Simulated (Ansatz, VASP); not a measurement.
**ZnS (Wurtzite-2H): VASP beside Ansatz**

Aim: how closely do two programs agree when they are given the same cell, functional and k mesh? The cell is taken from a series of runs on this material, whose earlier steps may have relaxed, scaled, displaced or heated it; both programs get it as it stands.

Method: plane waves, with VASP 6.6.1 beside it; zone-centre phonons at LDA, in Ansatz 0.2.0.

## Step 1: Starting point

Symmetry: P6_3mc, No. 186, hexagonal system. The conventional cell has a = 3.850 Å, b = 3.850 Å, c = 6.032 Å, α = 90.00°, β = 90.00°, γ = 120.00°. Nearest to S lie 4 Zn at 2.31 to 2.33 Å. Zn has 4 S at 2.31 to 2.33 Å nearest. Farther neighbours and most contacts between anions are not listed.

## Step 2: VASP: zone-centre phonons, LDA

Second derivatives magnify differences that forces hide, and they need a tight electronic threshold.

Lines of VASP's logs that name or quote its potential files are left out, and so is its time.

INCAR reads:

```
SYSTEM = ZnS
PREC = Accurate
ENCUT = 500
EDIFF = 1E-08
NELM = 120
ISMEAR = 0
SIGMA = 0.01
LREAL = .FALSE.
ALGO = Normal
GGA = PW92
NBANDS = 24
LORBIT = 11
LWAVE = .FALSE.
LCHARG = .FALSE.
ISIF = 2
IBRION = 8
LEPSILON = .TRUE.
LASPH = .TRUE.
GGA_COMPAT = .FALSE.
EFERMI = MIDGAP
KPAR = 2
```

POSCAR reads:

```
ZnS
1.0
    3.8503026465      0.0000000000      0.0000000000
   -1.9251513232      3.3344599041      0.0000000000
    0.0000000000      0.0000000000      6.0324272812
S Zn
2 2
Direct
    0.3333333334      0.6666666668      0.3838251697
    0.6666666668      0.3333333334      0.8838251697
    0.3333333334      0.6666666668      0.0011748303
    0.6666666668      0.3333333334      0.5011748303
```

KPOINTS reads:

```
Automatic mesh
0
Gamma
12 12 8
0 0 0
```

Potentials, in the order of the species: S and Zn (LDA family, release 64).

The run is started by

```
$ mpirun -np 2 vasp_std
```

Numbers of over 12 decimals in the logs are rounded to 6 here.

Log:

```text
[banner, memory and clock lines left out]
running    2 mpi-ranks, on    1 nodes
 distrk:  each k-point on    1 cores,    2 groups
 distr:  one band on    1 cores,    1 groups

 POSCAR found type information on POSCAR S Zn
 POSCAR found :  2 types and       4 ions
|                                                                             |
|               ----> ADVICE to this user running VASP <----                  |
|                                                                             |
|     You enforced a specific xc type in the INCAR file but a different       |
|     [... a line on the potential file left out ...]
|     I HOPE YOU KNOW WHAT YOU ARE DOING!                                     |
|                                                                             |

 LDA part: xc-table for (Slater(with rela. corr.)+PW92), standard interpolation
 POSCAR, INCAR and KPOINTS ok, starting setup
 FFT: planning ... GRIDC
 FFT: planning ... GRID_SOFT
 FFT: planning ... GRID
 WAVECAR not read
 entering main loop
       N       E                     dE             d eps       ncg     rms          rms(c)
DAV:   1     0.230945349908E+03    0.23095E+03   -0.17040E+04  4560   0.178E+03
DAV:   2     0.422369341795E+01   -0.22672E+03   -0.21926E+03  4856   0.362E+02
DAV:   3    -0.167589360439E+02   -0.20983E+02   -0.20870E+02  5688   0.111E+02
DAV:   4    -0.171946736702E+02   -0.43574E+00   -0.43540E+00  5456   0.167E+01
DAV:   5    -0.172027682630E+02   -0.80946E-02   -0.80939E-02  5792   0.213E+00    0.101E+01
DAV:   6    -0.163600468851E+02    0.84272E+00   -0.18700E+00  6816   0.409E+01    0.763E+00
DAV:   7    -0.163554383161E+02    0.46086E-02   -0.15065E+00  5064   0.735E+00    0.319E+00
DAV:   8    -0.163359332587E+02    0.19505E-01   -0.65857E-02  6264   0.261E+00    0.936E-01
DAV:   9    -0.163350244528E+02    0.90881E-03   -0.13558E-02  6496   0.179E+00    0.262E-01
DAV:  10    -0.163350808763E+02   -0.56424E-04   -0.61921E-04  5904   0.281E-01    0.150E-01
DAV:  11    -0.163351040568E+02   -0.23180E-04   -0.73019E-05  5712   0.115E-01    0.871E-02
DAV:  12    -0.163351008518E+02    0.32050E-05   -0.22295E-05  5504   0.889E-02    0.902E-03
DAV:  13    -0.163351010935E+02   -0.24174E-06   -0.12595E-06  5728   0.861E-03    0.348E-03
DAV:  14    -0.163351011584E+02   -0.64899E-07   -0.79677E-08  5496   0.197E-03    0.211E-03
DAV:  15    -0.163351011570E+02    0.14306E-08   -0.68716E-09  3952   0.117E-03
   1 F= -.16335101E+02 E0= -.16335101E+02  d E =0.000000E+00
 Linear response reoptimize wavefunctions to high precision
DAV:   1    -0.163351011573E+02   -0.35334E-09   -0.30869E-09  3952   0.455E-04
DAV:   2    -0.163351011574E+02   -0.11096E-09   -0.56054E-10  2968   0.184E-04
DAV:   3    -0.163351011574E+02    0.12278E-10   -0.10214E-10  2816   0.800E-05
 Linear response G [H, r] |phi>, progress :
  Direction:   1
       N       E                     dE             d eps       ncg     rms
RMM:   1    -0.808619088219E+02   -0.80862E+02    0.46585E+02  8654   0.927E+01
RMM:   2    -0.903442677681E+02   -0.94824E+01   -0.28856E+01  7496   0.345E+01
RMM:   3    -0.909101914814E+02   -0.56592E+00   -0.20538E+00  8141   0.912E+00
RMM:   4    -0.909315731324E+02   -0.21382E-01   -0.11375E-01  8281   0.190E+00
RMM:   5    -0.909321240389E+02   -0.55091E-03   -0.15165E-02  8335   0.495E-01
RMM:   6    -0.909322796060E+02   -0.15557E-03   -0.50497E-03  8440   0.149E-01
RMM:   7    -0.909321557155E+02    0.12389E-03   -0.20054E-03  8582   0.511E-02
RMM:   8    -0.909320904281E+02    0.65287E-04   -0.10050E-03  8696   0.187E-02
RMM:   9    -0.909320338952E+02    0.56533E-04   -0.38069E-04  8612   0.784E-03
RMM:  10    -0.909320092473E+02    0.24648E-04   -0.82218E-05  7154   0.371E-03
RMM:  11    -0.909320026223E+02    0.66251E-05   -0.85221E-05  6093   0.220E-03
RMM:  12    -0.909320031646E+02   -0.54233E-06   -0.51234E-06  5585   0.156E-03
RMM:  13    -0.909320039776E+02   -0.81298E-06   -0.11467E-04  5337   0.132E-03
RMM:  14    -0.909320042695E+02   -0.29189E-06    0.75881E-06  5218   0.122E-03
RMM:  15    -0.909320032670E+02    0.10025E-05   -0.13804E-04  5112   0.118E-03
RMM:  16    -0.909320031436E+02    0.12340E-06   -0.10945E-05  4956   0.114E-03
RMM:  17    -0.909320031455E+02   -0.18801E-08   -0.14198E-04  4852   0.114E-03
 Linear response G [H, r] |phi>, progress :
  Direction:   2
       N       E                     dE             d eps       ncg     rms
RMM:   1    -0.958554758581E+02   -0.95855E+02    0.28250E+02  8790   0.895E+01
RMM:   2    -0.101521187596E+03   -0.56657E+01   -0.22982E+01  7412   0.331E+01
RMM:   3    -0.102080269326E+03   -0.55908E+00   -0.16175E+00  8129   0.835E+00
RMM:   4    -0.102102449236E+03   -0.22180E-01   -0.79578E-02  8199   0.179E+00
RMM:   5    -0.102103617151E+03   -0.11679E-02   -0.10675E-02  8322   0.497E-01
[...]
RMM:   6    -0.115028633676E+01   -0.25721E-02   -0.11990E-03 27176   0.171E-01    0.341E-02
RMM:   7    -0.115060063738E+01   -0.31430E-03   -0.10895E-04 27933   0.506E-02    0.451E-03
RMM:   8    -0.115071250164E+01   -0.11186E-03    0.21207E-06 28276   0.114E-02    0.303E-03
RMM:   9    -0.115069771745E+01    0.14784E-04    0.11077E-06 28196   0.412E-03    0.157E-03
RMM:  10    -0.115070119883E+01   -0.34814E-05    0.97102E-07 28043   0.188E-03    0.263E-04
[...]
RMM:   8    -0.113092390595E+01   -0.13726E-03   -0.64303E-06  8077   0.115E-02    0.184E-03
RMM:   9    -0.113092378827E+01    0.11768E-06   -0.48618E-06  8239   0.327E-03    0.506E-04
RMM:  10    -0.113092958886E+01   -0.58006E-05   -0.91111E-08  8264   0.874E-04    0.285E-04
RMM:  11    -0.113093450580E+01   -0.49169E-05    0.34411E-07  7991   0.388E-04    0.135E-04
RMM:  12    -0.113093350691E+01    0.99889E-06   -0.27480E-07  7537   0.261E-04    0.309E-05
RMM:  13    -0.113093357666E+01   -0.69749E-07    0.10979E-07  4913   0.112E-04    0.813E-06
 change of polarisation eV/A/(eV/A) component  3 :    -0.221    -0.216     2.149
 dielectric tensor                  component  3 :    -0.517    -0.505     6.022
 Linear response DOF=           4
 Linear response progress:
  Degree of freedom:   1/  4
       N       E                     dE             d eps       ncg     rms          rms(c)
RMM:   1    -0.107724911801E+00   -0.10772E+00    0.44083E-02 70430   0.194E+00
RMM:   2    -0.104382763185E+00    0.33421E-02   -0.65429E-03 42847   0.636E-01    0.167E-01
RMM:   3    -0.104751296696E+00   -0.36853E-03   -0.54190E-04 48535   0.153E-01    0.788E-02
RMM:   4    -0.105071682017E+00   -0.32039E-03   -0.82849E-05 47762   0.515E-02    0.198E-02
RMM:   5    -0.105119469953E+00   -0.47788E-04   -0.80032E-06 50358   0.138E-02    0.947E-03
RMM:   6    -0.105094969566E+00    0.24500E-04   -0.10336E-06 50206   0.467E-03    0.351E-03
RMM:   7    -0.105103104354E+00   -0.81348E-05   -0.11712E-07 48589   0.167E-03    0.816E-04
RMM:   8    -0.105102109500E+00    0.99485E-06   -0.62752E-08 51204   0.544E-04    0.631E-05
RMM:   9    -0.105101272731E+00    0.83677E-06   -0.70350E-08 49713   0.197E-04    0.436E-05
RMM:  10    -0.105101367726E+00   -0.94995E-07   -0.23252E-09 51368   0.807E-05    0.102E-05
RMM:  11    -0.105101469588E+00   -0.10186E-06   -0.65778E-09 49218   0.432E-05    0.229E-06
RMM:  12    -0.105101460746E+00    0.88425E-08    0.27987E-09 48841   0.275E-05    0.697E-07
 first order change of Fermi-energy  -0.17279E-04
 force on displaced ion       1 direction 1 :  -6.356   0.000   0.000
 Born effective charge ion    1 direction 1 :  -1.942   0.000  -0.000
 Linear response progress:
  Degree of freedom:   2/  4
       N       E                     dE             d eps       ncg     rms          rms(c)
RMM:   1    -0.124928583040E+00   -0.12493E+00    0.58573E-02 16287   0.196E+00
RMM:   2    -0.121146191867E+00    0.37824E-02   -0.65862E-03  9572   0.704E-01    0.188E-01
RMM:   3    -0.121387518836E+00   -0.24133E-03   -0.79725E-04 11000   0.177E-01    0.915E-02
RMM:   4    -0.121587245871E+00   -0.19973E-03   -0.67193E-05  9944   0.591E-02    0.296E-02
RMM:   5    -0.121619616922E+00   -0.32371E-04   -0.18223E-05 10906   0.220E-02    0.855E-03
RMM:   6    -0.121607011456E+00    0.12605E-04    0.11437E-06 11242   0.583E-03    0.447E-03
RMM:   7    -0.121609714552E+00   -0.27031E-05   -0.51205E-07 11375   0.154E-03    0.175E-03
RMM:   8    -0.121611547856E+00   -0.18333E-05    0.45088E-07 10106   0.120E-03    0.184E-04
RMM:   9    -0.121611700153E+00   -0.15230E-06   -0.82043E-08 11531   0.318E-04    0.992E-05
RMM:  10    -0.121611562907E+00    0.13725E-06    0.91157E-09 11534   0.116E-04    0.201E-05
RMM:  11    -0.121611623186E+00   -0.60279E-07   -0.50021E-10 10444   0.552E-05    0.147E-05
RMM:  12    -0.121611579613E+00    0.43573E-07   -0.23701E-08 11487   0.313E-05    0.306E-06
RMM:  13    -0.121611592759E+00   -0.13146E-07   -0.29716E-09 10589   0.214E-05    0.165E-06
RMM:  14    -0.121611599028E+00   -0.62693E-08    0.52279E-09  8186   0.182E-05    0.621E-07
 first order change of Fermi-energy   0.21680E+00
 force on displaced ion       1 direction 3 :   0.000   0.000  -9.590
 Born effective charge ion    1 direction 3 :   0.000   0.000  -1.969
 Linear response progress:
  Degree of freedom:   3/  4
       N       E                     dE             d eps       ncg     rms          rms(c)
RMM:   1    -0.213715858719E+00   -0.21372E+00   -0.86540E-03 41446   0.187E+00
RMM:   2    -0.211182699833E+00    0.25332E-02   -0.38846E-03 43380   0.428E-01    0.124E-01
RMM:   3    -0.210965754750E+00    0.21695E-03   -0.11506E-04 50071   0.683E-02    0.721E-02
RMM:   4    -0.210674969390E+00    0.29079E-03   -0.16127E-05 49302   0.238E-02    0.403E-03
RMM:   5    -0.210667660575E+00    0.73088E-05   -0.25250E-06 51284   0.501E-03    0.156E-03
RMM:   6    -0.210670265340E+00   -0.26048E-05   -0.15231E-07 51388   0.203E-03    0.354E-04
RMM:   7    -0.210670517291E+00   -0.25195E-06   -0.44793E-07 51701   0.613E-04    0.195E-04
RMM:   8    -0.210670721857E+00   -0.20457E-06   -0.23394E-07 51371   0.292E-04    0.303E-05
RMM:   9    -0.210670532067E+00    0.18979E-06   -0.14717E-07 51850   0.958E-05    0.165E-05
RMM:  10    -0.210670413443E+00    0.11862E-06   -0.30790E-08 51069   0.512E-05    0.300E-06
RMM:  11    -0.210670410206E+00    0.32360E-08   -0.23645E-08 50757   0.262E-05    0.114E-06
 first order change of Fermi-energy   0.34524E-05
 force on displaced ion       3 direction 1 :  -5.598   0.000   0.000
 Born effective charge ion    3 direction 1 :   1.942  -0.000   0.000
 Linear response progress:
  Degree of freedom:   4/  4
       N       E                     dE             d eps       ncg     rms          rms(c)
RMM:   1    -0.219382836286E+00   -0.21938E+00   -0.33601E-03  9385   0.190E+00
RMM:   2    -0.216560052691E+00    0.28228E-02   -0.38605E-03  9843   0.443E-01    0.147E-01
RMM:   3    -0.216254955172E+00    0.30510E-03   -0.18635E-04 11205   0.813E-02    0.789E-02
RMM:   4    -0.215933577356E+00    0.32138E-03   -0.70600E-05 11126   0.417E-02    0.182E-02
RMM:   5    -0.215871295443E+00    0.62282E-04   -0.91861E-06 11547   0.155E-02    0.619E-03
RMM:   6    -0.215879602233E+00   -0.83068E-05    0.13479E-06 11408   0.413E-03    0.314E-03
RMM:   7    -0.215884374202E+00   -0.47720E-05    0.32426E-07 10547   0.197E-03    0.572E-04
RMM:   8    -0.215885219502E+00   -0.84530E-06    0.81348E-08 11378   0.705E-04    0.184E-04
RMM:   9    -0.215884829507E+00    0.39000E-06   -0.15680E-07 11647   0.241E-04    0.403E-05
RMM:  10    -0.215884712326E+00    0.11718E-06    0.23577E-08 11613   0.113E-04    0.187E-05
RMM:  11    -0.215884716459E+00   -0.41323E-08   -0.61211E-08 11709   0.448E-05    0.710E-06
 first order change of Fermi-energy  -0.21687E+00
 force on displaced ion       3 direction 3 :   0.000   0.000  -7.769
 Born effective charge ion    3 direction 3 :   0.000  -0.000   1.969
 Born effective charges drift removed
 Linear response finished
```

[end of part 1 of 3]

[Lines on the potential files, build, host, timing and source positions are cut from VASP's logs without a mark.]

[Logs are printed without paths, hosts, clocks, repeated set-up lines and the standing remarks that a program may print on its own settings, such as how far it seeks lower states.]

[Hosts, paths, dates, database ids (printed as entryN), source tags and the programs' standing remarks are cut or masked in the printed files.]
